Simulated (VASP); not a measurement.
```xyz
1
Lattice="-1.6320 1.6320 1.6320 1.6320 -1.6320 1.6320 1.6320 1.6320 -1.6320" Properties=species:S:1:pos:R:3 pbc="T T T"
Nb     0.0000     0.0000     0.0000
```

All values below come from PBE GGA with D3 dispersion (Becke-Johnson damping), VASP's PBE PAW potentials (set 64) (plane waves; VASP 6.6.1). Run with 520 eV cut-off, Gaussian smearing of 0.050 eV, potentials Nb_sv.

Estimate the band gap (along the path) with the smallest direct gap where there is one.

The band gap (along the path) is none (metal, semimetal or under 0.01 eV).

Only differences to runs with the same potentials and settings are physical.

The compound is Nb in the bcc structure. It was relaxed first.
